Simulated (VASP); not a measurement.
Level of theory: PBEsol GGA, VASP's PBE PAW potentials (set 64) (plane waves; VASP).

VASP ran on this input.

**POSCAR**
```
Pb
1
    0.0000000000     2.4750000000     2.4750000000
    2.4750000000     0.0000000000     2.4750000000
    2.4750000000     2.4750000000     0.0000000000
Pb
1
Direct
  0.0000000000   0.0000000000   0.0000000000
```

**KPOINTS**
```
Automatic mesh
0
Gamma
11 11 11
0 0 0
```

INCAR:
```
NELM=100   ! most electronic steps
ISMEAR=1   ! Methfessel-Paxton
LWAVE=.FALSE.
LREAL=.FALSE.   ! projection in real space or not
GGA=PS   ! PBEsol
SIGMA=0.1   ! width (eV)
ENCUT=400   ! plane-wave cut-off (eV)
PREC=Accurate
EDIFF=1E-6   ! SCF stop (eV)
IBRION=2
LASPH=.TRUE.
SYSTEM=Pb
ISIF=3
NSW=60   ! most ionic steps
LMAXMIX=4
LCHARG=.FALSE.
ALGO=Normal
EDIFFG=-0.01
```

POTCAR, in this order: Pb_d (PBE.64 set). Program: vasp_std.

The run wrote:

OSZICAR:
```
       N       E                     dE             d eps       ncg     rms          rms(c)
DAV:   1     0.931861784252E+02    0.93186E+02   -0.63637E+03  1263   0.123E+03
DAV:   2     0.837278485867E-01   -0.93102E+02   -0.90958E+02  1256   0.304E+02
DAV:   3    -0.392790443696E+01   -0.40116E+01   -0.39998E+01  1469   0.748E+01
DAV:   4    -0.401689850357E+01   -0.88994E-01   -0.88979E-01  1531   0.122E+01
DAV:   5    -0.401994350394E+01   -0.30450E-02   -0.30449E-02  1518   0.192E+00    0.581E-01
DAV:   6    -0.400626638035E+01    0.13677E-01   -0.20735E-02  1487   0.281E+00    0.275E-01
DAV:   7    -0.400292724451E+01    0.33391E-02   -0.84460E-03  1466   0.165E+00    0.928E-02
DAV:   8    -0.400271527336E+01    0.21197E-03   -0.35587E-04  1774   0.384E-01    0.947E-03
DAV:   9    -0.400271351912E+01    0.17542E-05   -0.68356E-06  1429   0.524E-02    0.437E-03
DAV:  10    -0.400271330853E+01    0.21059E-06   -0.46711E-07   793   0.828E-03
   1 F= -.40027133E+01 E0= -.40027016E+01  d E =-.400271E+01
       N       E                     dE             d eps       ncg     rms          rms(c)
DAV:   1    -0.406087576500E+01   -0.58162E-01   -0.16698E+00  1448   0.285E+01    0.125E+00
DAV:   2    -0.401024845987E+01    0.50627E-01   -0.10029E-01  1421   0.711E+00    0.435E-01
DAV:   3    -0.400335823584E+01    0.68902E-02   -0.27540E-02  1570   0.354E+00    0.337E-02
DAV:   4    -0.400336803529E+01   -0.97995E-05   -0.30388E-04  1277   0.184E-01    0.191E-02
DAV:   5    -0.400340882985E+01   -0.40795E-04   -0.16098E-04  1283   0.104E-01    0.927E-03
DAV:   6    -0.400340470843E+01    0.41214E-05   -0.62926E-06  1427   0.433E-02    0.144E-03
DAV:   7    -0.400340414932E+01    0.55911E-06   -0.47265E-07   772   0.694E-03
   2 F= -.40034041E+01 E0= -.40033664E+01  d E =-.690841E-03
       N       E                     dE             d eps       ncg     rms          rms(c)
DAV:   1    -0.400817062142E+01   -0.47659E-02   -0.13868E-01  1448   0.843E+00    0.354E-01
DAV:   2    -0.400410461769E+01    0.40660E-02   -0.80681E-03  1424   0.198E+00    0.125E-01
DAV:   3    -0.400353118401E+01    0.57343E-03   -0.23222E-03  1578   0.102E+00    0.993E-03
DAV:   4    -0.400352845119E+01    0.27328E-05   -0.24594E-05  1280   0.560E-02    0.555E-03
DAV:   5    -0.400352736784E+01    0.10833E-05   -0.14620E-05  1259   0.342E-02    0.300E-03
DAV:   6    -0.400352725124E+01    0.11661E-06   -0.81699E-07   871   0.177E-02
   3 F= -.40035273E+01 E0= -.40035093E+01  d E =-.813943E-03
```

### OUTCAR
```
------------------------ aborting loop because EDIFF is reached ----------------------------------------
  FORCE on cell =-STRESS in cart. coord.  units (eV):
  Direction    XX          YY          ZZ          XY          YZ          ZX
  --------------------------------------------------------------------------------------
  Total        0.0002667      0.0002667      0.0002667     -0.0000000     -0.0000000      0.0000000
  in kB        0.0142787      0.0142787      0.0142787     -0.0000000     -0.0000000      0.0000000
  external PRESSURE =       0.0142787 kB  Pullay stress =       0.0000000 kB
  volume of cell :       29.93
      direct lattice vectors                 reciprocal lattice vectors
    -0.000000000  2.464249073  2.464249073    -0.202901568  0.202901568  0.202901568
     2.464249073  0.000000000  2.464249073     0.202901568 -0.202901568  0.202901568
     2.464249073  2.464249073  0.000000000     0.202901568  0.202901568 -0.202901568
 POSITION                                       TOTAL-FORCE (eV/Angst)
 -----------------------------------------------------------------------------------
      0.00000      0.00000      0.00000         0.000000      0.000000      0.000000
 -----------------------------------------------------------------------------------
    total drift:                               -0.000000     -0.000000     -0.000000
  FREE ENERGIE OF THE ION-ELECTRON SYSTEM (eV)
  ---------------------------------------------------
  free  energy   TOTEN  =        -4.0035272512 eV

  energy  without entropy=       -4.0034733648  energy(sigma->0) =       -4.00350929

 reached required accuracy - stopping structural energy minimisation
```
(Selected blocks of OUTCAR.)

CONTCAR:
```
Pb
   1.00000000000000
    -0.0000000000000000    2.4642490730446158    2.4642490730446158
     2.4642490730446158    0.0000000000000000    2.4642490730446158
     2.4642490730446158    2.4642490730446158    0.0000000000000000
  Pb
     1
Direct
     0.0000000000000000    0.0000000000000000    0.0000000000000000
```

The compound is Pb in the fcc structure. This run relaxes it. Symmetry was kept, so distortions that lower it aren't found.
